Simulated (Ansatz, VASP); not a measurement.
## Mo (Mo(111)): VASP beside Ansatz

One calculation is typed for both programs; each brings its own data sets. How far apart do they land? Of the first pair: The structure shown is the start of the Ansatz relaxation below; VASP solves that cell, so the two are compared at the walk's first step.

Calculated with Ansatz 0.2.0; plane waves, with VASP 6.6.1 beside it; PBE.

**1. Starting point**

The cell holds 12 atoms: 12 Mo. Cell: a = 4.455 Å, b = 4.455 Å, c = 26.003 Å, α = 90.0°, β = 90.0°, γ = 60.0°. Vacuum lies along c.

**2. Ansatz: relaxation, PBE**

Ansatz runs on its default PAW (the set named soft_2) files.

The two programs are compared at the cell with which this relaxation starts, whose forces are those of its first step.

input.yaml

```yaml
crystal:
  lattice:
    - [4.4547727215, 0.0, 0.0]
    - [2.2273863607, 3.8579463449, 0.0]
    - [0.0, 0.0, 26.0025934137]
  atoms:
    - { symbol: Mo, position: [0.3333333333, 0.3333333333, 0.3076616195] }
    - { symbol: Mo, position: [0.6666666667, 0.6666666667, 0.3426322341] }
    - { symbol: Mo, position: [0.0, 0.0, 0.3776028488] }
    - { symbol: Mo, position: [0.3333333333, 0.3333333333, 0.4125734634] }
    - { symbol: Mo, position: [0.6666666667, 0.6666666667, 0.447544078] }
    - { symbol: Mo, position: [0.0, 0.0, 0.4825146927] }
    - { symbol: Mo, position: [0.3333333333, 0.3333333333, 0.5174853073] }
    - { symbol: Mo, position: [0.6666666667, 0.6666666667, 0.552455922] }
    - { symbol: Mo, position: [0.0, 0.0, 0.5874265366] }
    - { symbol: Mo, position: [0.3333333333, 0.3333333333, 0.6223971512] }
    - { symbol: Mo, position: [0.6666666667, 0.6666666667, 0.6573677659] }
    - { symbol: Mo, position: [0.0, 0.0, 0.6923383805] }
kpoints:
  mp_grid: { grid: [8, 8, 1] }
hamiltonian:
  xc: pbe
scf:
  occupations: { method: fermi_dirac, width: 0.1 }
efield:
  axis: 3
  dipole_correction: true
  ramp_width: 0.05
relax:
  f_tol: 0.02
  max_steps: 60
  constraints: [{ sites: [0, 1, 2, 3, 4] }]
output:
  write_potential: true
  write_density: true
  volumetric_format: npy
```

The run is started by

```sh
> ansatz run input.yaml --threads 4 --pin off --max-ram 8192MiB --backend cpu --events-out ev --progress --plain --runs-dir out
```

Numbers of over 12 decimals in the logs are rounded to 6 here.

The log of the run:

```text
Engine: ansatz 0.2.0, aarch64-unknown-linux-gnu
Pseudopotentials: kind: paw
Pseudopotential: Mo, paw, valence charge 14, recommended cutoff 420 eV (normal), Mo.paw.azcp
Functional definition: PBE
  parameter kappa = 0.804
  parameter beta = 0.066725
  exchange = pbe_x(kappa = kappa, mu = beta*pi^2/3)
  correlation = pbe_c(beta = beta)
Crystal: 12 atoms, lattice volume = 446.888 Å³
Basis set: ecut = 420 eV, 8769 PW (Γ), exchange–correlation on 60×60×360 points (8 copies of the dense FFT grid, shifted against one another)
Bands: 101, of which v1, the nominal top of the filled ones, is band 84 counted from 1 (83 counted from 0)
Symmetry: 6 space group operations
k-points: 10 of 64 (time reversal used)
Non-local potential: Mo, projectors of the file, l = 0: 3, l = 1: 2, l = 2: 2, l = 3: 1
PAW form: soft (Blöchl's): semilocal exchange-correlation on the pseudo side does not see the compensation charge
PAW one-centre angular grid: Mo, 590 points (default); XC on 64 Gauss nodes
Initial density: superposition of atomic densities (neutral atoms: chi_scale 0, normalization atom), corrected by the library's trained network
Initial wavefunctions: pseudopotential atomic-orbital guess
Functional: x = pbe(κ = 0.804, μ = 0.219515), c = pbe(β = 0.066725)
SCF iter   1: F=—  HF=-59465.292035 eV  |F-HF|=—  |Δ(HF+E_count)|=         —  Δρ=6.52e-3  dr2=1.68e0  ethr=1.77e-3  p=0.000 e·Å  D=5.82e-14 V/Å  ΔV_dip=-0.00 eV  dr2_dipole=2.09e-7  V_vac-E_F(+/−)=3.68/3.68 eV  ⟨swp⟩=9.2  Hψ=4793  notcnv=0
efield: sawtooth ramp at fractional position 0.9750 (placed from the atoms, in the widest stretch of the axis that holds none; the zero of the levels goes with the place), width 0.0500; the density the first Hamiltonian is built on has a dipole p = 0.000 e·Å; the dipole correction subtracts the counter field D = 5.82e-14 V/Å, which shifts the + side's vacuum level by -0.00 eV against the − side's; the planar-averaged density in the ramp window peaks in size at 1.5e-5 e/Å³
preconditioner: auto → LDOS  [metal: Δε(μ)=0.036 eV  Ē_g=3.722 eV  σ=0.100 eV  W_gap=0.09  n_scr=96 (ndim 8)  ℏωp=14.9 eV  f_vac=0.503  D(μ)=11.06/eV (n_scr^D=82)  β→1.0]
SCF iter   2: F=—  HF=-59465.265208 eV  |F-HF|=—  |Δ(HF+E_count)|=   2.68e-2  Δρ=3.90e-3  dr2=1.51e-1  ethr=1.00e-3  p=0.000 e·Å  D=9.13e-6 V/Å  ΔV_dip=-0.00 eV  dr2_dipole=4.79e-7  V_vac-E_F(+/−)=3.71/3.71 eV  ⟨swp⟩=2.2  Hψ=1242  notcnv=0
SCF iter   3: F=—  HF=-59465.257582 eV  |F-HF|=—  |Δ(HF+E_count)|=   7.63e-3  Δρ=2.03e-3  dr2=5.54e-2  ethr=9.01e-5  p=0.000 e·Å  D=4.28e-6 V/Å  ΔV_dip=-0.00 eV  dr2_dipole=1.65e-8  V_vac-E_F(+/−)=3.73/3.73 eV  ⟨swp⟩=2.0  Hψ=1341  notcnv=0
SCF iter   4: F=—  HF=-59465.254165 eV  |F-HF|=—  |Δ(HF+E_count)|=   3.42e-3  Δρ=3.32e-4  dr2=2.02e-3  ethr=3.30e-5  p=0.000 e·Å  D=3.02e-6 V/Å  ΔV_dip=-0.00 eV  dr2_dipole=1.22e-9  V_vac-E_F(+/−)=3.75/3.75 eV  ⟨swp⟩=2.0  Hψ=1187  notcnv=0
SCF iter   5: F=—  HF=-59465.254723 eV  |F-HF|=—  |Δ(HF+E_count)|=   5.57e-4  Δρ=7.66e-5  dr2=1.71e-4  ethr=1.20e-6  p=0.000 e·Å  D=2.03e-6 V/Å  ΔV_dip=-0.00 eV  dr2_dipole=9.54e-13  V_vac-E_F(+/−)=3.76/3.76 eV  ⟨swp⟩=2.1  Hψ=1399  notcnv=0
SCF iter   6: F=—  HF=-59465.254720 eV  |F-HF|=—  |Δ(HF+E_count)|=   3.15e-6  Δρ=4.22e-5  dr2=2.22e-5  ethr=1.02e-7  p=0.000 e·Å  D=6.86e-7 V/Å  ΔV_dip=-0.00 eV  dr2_dipole=3.62e-11  V_vac-E_F(+/−)=3.78/3.78 eV  ⟨swp⟩=2.2  Hψ=1367  notcnv=0
SCF iter   7: F=-59465.254717 eV  HF=-59465.254717 eV  |F-HF|=4.82e-7  |Δ(HF+E_count)|=   2.16e-6  Δρ=1.51e-5  dr2=2.83e-6  ethr=5.95e-9  p=0.000 e·Å  D=2.07e-7 V/Å  ΔV_dip=-0.00 eV  dr2_dipole=1.02e-12  V_vac-E_F(+/−)=3.78/3.78 eV  ⟨swp⟩=13.2  Hψ=9289  notcnv=0
SCF 1 converged in 7 iterations: F = -59465.254717 eV  dr2 = 2.83e-6
  greatest PAW one-centre occupation: 0.998 electrons in one spin orbital (limit 2), on the Mo atom at site 10 (counted from 0), in its partial waves of l = 0
relax step   1: F+E_penalty+E_count = -59465.25471693 eV  Δ(F+E_penalty+E_count) = +0.000e0 eV  max|allowed force component| = 2.105e0 eV/Å  Δτ_max = 0.0000 Å  (7 SCF iters, dr2 threshold 1.00e-5 eV, accepted)
Initial density: handed on by an earlier stage of this run
Initial wavefunctions: those handed on with the density
iter 1 solved again at ethr=5.26e-4 eV; its pass at ethr=3.10e-3 eV (dr2=8.83e-1 eV) is discarded
SCF iter   1: F=—  HF=-59465.649806 eV  |F-HF|=—  |Δ(HF+E_count)|=         —  Δρ=1.04e-2  dr2=1.09e0  ethr=5.26e-4  p=0.000 e·Å  D=2.88e-7 V/Å  ΔV_dip=-0.00 eV  dr2_dipole=2.20e-1  V_vac-E_F(+/−)=3.80/3.80 eV  ⟨swp⟩=1.7  Hψ=3256  notcnv=0
[...]
SCF converged after 6 iterations
Free energy (F): -59465.617585 eV
Harris-Foulkes:  -59465.617585 eV  (|F-HF|=2.09e-8)
Internal energy: -59465.298251 eV  (E = F + TS)
E sigma→0 (E₀):  -59465.457918 eV
Entropy (-TS):   -0.319334 eV (-26.611 meV/atom)
Fermi energy:    6.652709 eV
Dipole field:    D = -0.011879 V/Å  (p = -0.029336 e·Å, saw-weighted, corrected)
Work function:   Φ+ = 4.0052 eV   Φ− = 3.6963 eV
Levels:          The Fermi level and band energies are counted from a zero that moves with the ramp; work functions are not
--- Per-component energies (eV) ---
  E_band       = -3056.377242
  E_kinetic    = 5279.177332
  E_local      = -226970.474661  (includes V_loc(G=0)·N_el)
  E_nonlocal   = 1719.788246
  E_hartree    = 110690.036471
  E_xc         = -2192.800144
  E_vxc        = -2735.695693  (∫ρ·V_xc dr)
  E_paw        = -38416.469244  (= ΣΔE_a)
  E_vpaw       = -1729.328614  (= ΣTr[D̂ρ^β])
  E_aug_tail   = 0.000514  (compensation charges beyond the density's cutoff)
  E_efield     = 0.000174  (sawtooth field / dipole correction)
  E_vefield    = 0.005716  (∫n·V_field dr)
  E_ewald      = 90425.443060
  E_smearing   = -0.319334  (= −TS)
  E_closure    = 0.000000  (closes the sum)
  Σ components = -59465.617585   (vs F -59465.617585, Δ=0.00e0)
--- Forces (eV/Å), atoms counted from 1 ---
  atom   1  Mo    -0.00000000     0.00000000     2.08486393
  atom   2  Mo    -0.00000000     0.00000000     0.04451529
  atom   3  Mo     0.00000000    -0.00000000    -0.80928401
  atom   4  Mo     0.00000000    -0.00000000    -1.04798235
  atom   5  Mo     0.00000000    -0.00000000    -0.26820208
  atom   6  Mo     0.00000000     0.00000000    -0.01417866
  atom   7  Mo     0.00000000    -0.00000000     0.01255576
  atom   8  Mo    -0.00000000     0.00000000     0.01902790
  atom   9  Mo     0.00000000    -0.00000000    -0.00510556
  atom  10  Mo    -0.00000000     0.00000000    -0.00868235
  atom  11  Mo     0.00000000     0.00000000    -0.00427960
  atom  12  Mo     0.00000000    -0.00000000    -0.00326203
  max |Σ_I F_I| component: 1.38e-5 eV/Å
--- Band table (eV; the first three rows and the last of 10) ---
  k-point 0: bands = [... 80 lower, 5.4580, 5.4580, 5.5074, 6.0993, 6.7198, 7.7351, 7.8555, 7.8555, ... 13 higher]
  k-point 1: bands = [... 80 lower, 5.6182, 5.6669, 5.8593, 6.1689, 6.7596, 7.6076, 7.6776, 7.7378, ... 13 higher]
  k-point 2: bands = [... 80 lower, 6.0099, 6.1525, 6.3705, 6.6562, 6.7466, 6.9523, 7.2248, 7.4825, ... 13 higher]
  k-point 9: bands = [... 80 lower, 6.0710, 6.1202, 6.2911, 6.4295, 6.5081, 6.8480, 7.1232, 7.1941, ... 13 higher]
--- Relaxed structure (5 steps of the walk, 5 accepted, 0 SCFs on fresh bases) ---
  F+E_penalty+E_count = -59465.61758471 eV   max|allowed force component| = 1.903e-2 eV/Å
  atoms:
    - { symbol: Mo, position: [0.333333, 0.333333, 0.307662] }
    - { symbol: Mo, position: [0.666667, 0.666667, 0.342632] }
    - { symbol: Mo, position: [0.0, 0.0, 0.377603] }
    - { symbol: Mo, position: [0.333333, 0.333333, 0.412573] }
    - { symbol: Mo, position: [0.666667, 0.666667, 0.447544] }
    - { symbol: Mo, position: [0, 0, 0.482746] }
    - { symbol: Mo, position: [0.333333, 0.333333, 0.518371] }
    - { symbol: Mo, position: [0.666667, 0.666667, 0.554778] }
    - { symbol: Mo, position: [0, 0, 0.589083] }
    - { symbol: Mo, position: [0.333333, 0.333333, 0.628198] }
    - { symbol: Mo, position: [0.666667, 0.666667, 0.656122] }
    - { symbol: Mo, position: [0, 0, 0.683930] }
```

**3. VASP: single point, PBE, start cell, pair 1**

The same cell, functional, mesh and smearing now go to VASP, with its own data sets.

Lines of VASP's logs that name or quote its potential files are left out, and so is its time.

INCAR

```
SYSTEM = Mo
PREC = Accurate
ENCUT = 400
EDIFF = 1E-06
NELM = 120
ISMEAR = -1
SIGMA = 0.1
LREAL = .FALSE.
ALGO = Normal
GGA = PE
NBANDS = 104
LASPH = .TRUE.
LORBIT = 11
LWAVE = .FALSE.
LCHARG = .FALSE.
ISIF = 2
LDIPOL = .TRUE.
IDIPOL = 3
DIPOL = 0.5 0.5 0.5
LVHAR = .TRUE.
GGA_COMPAT = .FALSE.
NELMDL = -8
KPAR = 2
```

POSCAR

```
Mo
1.0
    4.4547727215      0.0000000000      0.0000000000
    2.2273863607      3.8579463449      0.0000000000
    0.0000000000      0.0000000000     26.0025934137
Mo
12
Direct
    0.3333332673      0.3333333035      0.3076616274
    0.6666666006      0.6666666368      0.3426322354
    0.9999999340      0.9999999702      0.3776028434
    0.3333332673      0.3333333035      0.4125734706
    0.6666666006      0.6666666368      0.4475440784
    0.9999999340      0.9999999702      0.4825146864
    0.3333332673      0.3333333035      0.5174853135
    0.6666666006      0.6666666368      0.5524559216
    0.9999999340      0.9999999702      0.5874265294
    0.3333332673      0.3333333035      0.6223971566
    0.6666666006      0.6666666368      0.6573677646
    0.9999999340      0.9999999702      0.6923383726
```

KPOINTS

```
Automatic mesh
0
Gamma
8 8 1
0 0 0
```

PAW data sets: Mo_sv (PBE family, release 64).

The run is started by

```sh
> mpirun -np 2 vasp_std
```

The log of the run:

```text
[banner, memory and clock lines left out]
running    2 mpi-ranks, on    1 nodes
 distrk:  each k-point on    1 cores,    2 groups
 distr:  one band on    1 cores,    1 groups

 POSCAR found type information on POSCAR Mo
 POSCAR found :  1 types and      12 ions
 LDA part: xc-table for (Slater+PW92), standard interpolation
 POSCAR, INCAR and KPOINTS ok, starting setup
 FFT: planning ... GRIDC
 FFT: planning ... GRID_SOFT
 FFT: planning ... GRID
 WAVECAR not read
 entering main loop
       N       E                     dE             d eps       ncg     rms          rms(c)
DAV:   1     0.161879931710E+04    0.16188E+04   -0.98449E+04  2696   0.124E+03
DAV:   2    -0.727738255660E+02   -0.16916E+04   -0.16401E+04  2368   0.427E+02
DAV:   3    -0.133240253397E+03   -0.60466E+02   -0.58222E+02  2800   0.689E+01
DAV:   4    -0.135299475319E+03   -0.20592E+01   -0.20162E+01  2744   0.978E+00
DAV:   5    -0.135368704446E+03   -0.69229E-01   -0.68667E-01  2776   0.151E+00
DAV:   6    -0.135371093331E+03   -0.23889E-02   -0.23794E-02  2760   0.261E-01
DAV:   7    -0.135371214089E+03   -0.12076E-03   -0.12051E-03  2424   0.518E-02
DAV:   8    -0.135371221638E+03   -0.75492E-05   -0.75378E-05  2448   0.116E-02    0.450E+01
DAV:   9    -0.148256455607E+03   -0.12885E+02   -0.12459E+02  2824   0.357E+01    0.357E+01
DAV:  10    -0.159773092987E+03   -0.11517E+02   -0.32850E+02  2856   0.510E+01    0.372E+01
DAV:  11    -0.139050332941E+03    0.20723E+02   -0.22823E+02  2744   0.336E+01    0.266E+01
DAV:  12    -0.124882108262E+03    0.14168E+02   -0.62337E+01  2744   0.187E+01    0.958E+00
DAV:  13    -0.124838408582E+03    0.43700E-01   -0.39875E+00  2768   0.580E+00    0.869E+00
DAV:  14    -0.124766381963E+03    0.72027E-01   -0.33840E-01  2760   0.276E+00    0.746E+00
[...]
DAV:  26    -0.124270472671E+03   -0.46754E-04   -0.12647E-05  1928   0.111E-02    0.346E-03
DAV:  27    -0.124270532279E+03   -0.59609E-04   -0.11260E-05  1936   0.627E-03    0.654E-03
DAV:  28    -0.124270556191E+03   -0.23911E-04   -0.27975E-06  1688   0.371E-03    0.367E-03
DAV:  29    -0.124270595583E+03   -0.39392E-04   -0.28664E-06  1744   0.452E-03    0.211E-03
DAV:  30    -0.124270613305E+03   -0.17722E-04   -0.74342E-07  1488   0.230E-03    0.740E-04
DAV:  31    -0.124270622433E+03   -0.91280E-05   -0.50432E-07  1528   0.133E-03    0.167E-03
DAV:  32    -0.124270625313E+03   -0.28794E-05   -0.22599E-07  1400   0.119E-03    0.525E-04
DAV:  33    -0.124270625716E+03   -0.40328E-06   -0.48115E-08  1320   0.427E-04
   1 F= -.12427063E+03 E0= -.12408962E+03  d E =-.362020E+00
```

From OUTCAR (step 3):

```text
ion  position               nearest neighbor table
   1  0.333  0.333  0.308-   2 2.73   2 2.73   2 2.73   4 2.73   3 3.15   3 3.15   3 3.15
   2  0.667  0.667  0.343-   1 2.73   3 2.73   3 2.73   1 2.73   1 2.73   3 2.73   5 2.73   4 3.15
                             4 3.15   4 3.15
   3  1.000  1.000  0.378-   2 2.73   2 2.73   2 2.73   6 2.73   4 2.73   4 2.73   4 2.73   1 3.15
                             1 3.15   1 3.15   5 3.15   5 3.15   5 3.15
   4  0.333  0.333  0.413-   5 2.73   5 2.73   5 2.73   7 2.73   1 2.73   3 2.73   3 2.73   3 2.73
                             6 3.15   6 3.15   6 3.15   2 3.15   2 3.15   2 3.15
   5  0.667  0.667  0.448-   4 2.73   4 2.73   4 2.73   6 2.73   6 2.73   6 2.73   2 2.73   8 2.73
                             3 3.15   3 3.15   3 3.15   7 3.15   7 3.15   7 3.15
   6  1.000  1.000  0.483-   5 2.73   5 2.73   5 2.73   9 2.73   3 2.73   7 2.73   7 2.73   7 2.73
                             4 3.15   4 3.15   4 3.15   8 3.15   8 3.15   8 3.15
   7  0.333  0.333  0.517-   8 2.73   8 2.73   8 2.73   4 2.73  10 2.73   6 2.73   6 2.73   6 2.73
                             9 3.15   9 3.15   9 3.15   5 3.15   5 3.15   5 3.15
   8  0.667  0.667  0.552-   9 2.73   9 2.73   9 2.73   7 2.73   7 2.73   7 2.73  11 2.73   5 2.73
                            10 3.15  10 3.15  10 3.15   6 3.15   6 3.15   6 3.15
   9  1.000  1.000  0.587-   8 2.73   8 2.73   8 2.73   6 2.73  12 2.73  10 2.73  10 2.73  10 2.73
                             7 3.15   7 3.15   7 3.15  11 3.15  11 3.15  11 3.15
  10  0.333  0.333  0.622-  11 2.73  11 2.73  11 2.73   7 2.73   9 2.73   9 2.73   9 2.73  12 3.15
                            12 3.15  12 3.15   8 3.15   8 3.15   8 3.15
  11  0.667  0.667  0.657-  10 2.73  12 2.73  12 2.73  10 2.73  10 2.73  12 2.73   8 2.73   9 3.15
                             9 3.15   9 3.15
  12  1.000  1.000  0.692-  11 2.73  11 2.73  11 2.73   9 2.73  10 3.15  10 3.15  10 3.15

  LATTYP: Found a hexagonal cell.
 ALAT       =     4.4547727215
 C/A-ratio  =     5.8370190893

 Subroutine GETGRP returns: Found 12 space group operations
 (whereof  6 operations were pure point group operations)

The static configuration has the point symmetry C_3v.
 The point group associated with its full space group is D_3d.

 Found     10 irreducible k-points:

   k-points           NKPTS =     10   k-points in BZ     NKDIM =     10   number of bands    NBANDS=    104

   dimension x,y,z NGX =    30 NGY =   30 NGZ =  180
   dimension x,y,z NGXF=    60 NGYF=   60 NGZF=  360

   ENCUT  =  400.0 eV  29.40 Ry    5.42 a.u.   7.26  7.26 42.40*2*pi/ulx,y,z

   NELECT =     168.0000    total number of electrons

 k-points in reciprocal lattice and weights: Automatic mesh
   0.00000000  0.00000000  0.00000000       0.016
   0.12500000 -0.00000000  0.00000000       0.094
   0.25000000 -0.00000000  0.00000000       0.094
   0.37500000 -0.00000000  0.00000000       0.094
   0.50000000 -0.00000000  0.00000000       0.047
   0.25000000  0.12500000  0.00000000       0.094
   0.37500000  0.12500000  0.00000000       0.188
   0.50000000  0.12500000  0.00000000       0.188
   0.50000000  0.25000000  0.00000000       0.094
  -0.37500000  0.25000000  0.00000000       0.094

 dipolmoment           0.000000      0.000000      0.000000 electrons x Angstroem

 average (electrostatic) potential at core
       1 -78.4184       2 -78.5079       3 -78.6779       4 -78.6874       5 -78.6759
       6 -78.6071       7 -78.6071       8 -78.6759       9 -78.6874      10 -78.6779
      11 -78.5079      12 -78.4184

 E-fermi :   3.1200

 k-point     1 :       0.0000    0.0000    0.0000
  band No.  band energies     occupation
    ...
     81       1.8856      1.99999
     82       1.8856      1.99999
     83       2.0981      1.99993
     84       2.7275      1.96128
     85       3.0460      1.35399
     86       3.9635      0.00043
     87       4.2776      0.00002
     88       4.3292      0.00001
     89       4.3292      0.00001
     90       4.3379      0.00001
    ...

 k-point     2 :       0.1250   -0.0000    0.0000
  band No.  band energies     occupation
    ...
     81       2.0969      1.99993
     82       2.1015      1.99992
     83       2.2321      1.99972
     84       2.7912      1.92800
     85       3.0857      1.16955
     86       3.9738      0.00039
     87       4.0910      0.00012
     88       4.1698      0.00006
     89       4.2590      0.00002
     90       4.2875      0.00002
    ...

 k-point     3 :       0.2500   -0.0000    0.0000
  band No.  band energies     occupation
    ...
     81       2.5236      1.99487
     82       2.6271      1.98564
     83       2.7746      1.93867
     84       3.0757      1.21807
     85       3.1794      0.71119
     86       3.3831      0.13428
     87       3.6448      0.01046
     88       3.9415      0.00054
     89       4.0068      0.00028
     90       4.0996      0.00011
    ...

  Total       -9.7816019     -9.7816019     -9.1118275      0.0000000      0.0000000      0.0000000
  in kB      -35.0689018    -35.0689018    -32.6676331      0.0000000      0.0000000      0.0000000
  external PRESSURE =     -34.2684789 kB  Pullay stress =       0.0000000 kB

  energy-cutoff  :      400.00
  volume of cell :      446.89
      direct lattice vectors                 reciprocal lattice vectors
     4.454772722  0.000000000  0.000000000     0.224478343 -0.129602632  0.000000000
     2.227386361  3.857946345  0.000000000     0.000000000  0.259205264  0.000000000
     0.000000000  0.000000000 26.002593414     0.000000000  0.000000000  0.038457702

 POSITION                                       TOTAL-FORCE (eV/Angst)
 -----------------------------------------------------------------------------------
      2.22739      1.28598      8.00000        -0.000000     -0.000000      2.080636
      4.45477      2.57196      8.90933        -0.000000      0.000000     -0.145449
      6.68216      3.85795      9.81865         0.000000      0.000000     -0.853615
      2.22739      1.28598     10.72798         0.000000      0.000000     -1.162601
      4.45477      2.57196     11.63731        -0.000000      0.000000     -0.323328
      6.68216      3.85795     12.54663        -0.000000     -0.000000     -0.156873
      2.22739      1.28598     13.45596         0.000000      0.000000      0.156873
      4.45477      2.57196     14.36529        -0.000000      0.000000      0.323328
      6.68216      3.85795     15.27461         0.000000      0.000000      1.162601
      2.22739      1.28598     16.18394        -0.000000      0.000000      0.853615
      4.45477      2.57196     17.09327         0.000000      0.000000      0.145449
      6.68216      3.85795     18.00259         0.000000      0.000000     -2.080636
 -----------------------------------------------------------------------------------
    total drift:                                0.006509      0.002078      0.000900

  FREE ENERGIE OF THE ION-ELECTRON SYSTEM (eV)
  ---------------------------------------------------
  free  energy   TOTEN  =      -124.2706257158 eV

  energy  without entropy=     -123.9086053092  energy(sigma->0) =     -124.08961551

 vacuum level on the upper side and lower side of the slab         6.904         6.904

 total charge
# of ion       s       p       d       tot
------------------------------------------
    1        2.338   6.046   3.939  12.323
    2        2.390   6.154   3.892  12.436
    3        2.368   6.175   3.875  12.418
    4        2.378   6.204   3.901  12.484
    5        2.382   6.208   3.904  12.495
    6        2.381   6.208   3.917  12.505
    7        2.381   6.208   3.917  12.505
    8        2.382   6.208   3.904  12.495
    9        2.378   6.204   3.901  12.484
   10        2.368   6.175   3.875  12.418
   11        2.390   6.154   3.892  12.436
   12        2.338   6.046   3.939  12.323
--------------------------------------------------
tot         28.472  73.992  46.858 149.322

[... 3 further parts left out ...]
```

[end of part 1 of 2]

[Lines on the potential files, build, host, timing and source positions are cut from VASP's logs without a mark.]

[Logs are printed without paths, hosts, clocks, repeated set-up lines and the standing remarks that a program may print on its own settings, such as how far it seeks lower states.]

[Hosts, paths, dates, database ids (printed as entryN), source tags and the programs' standing remarks are cut or masked in the printed files.]
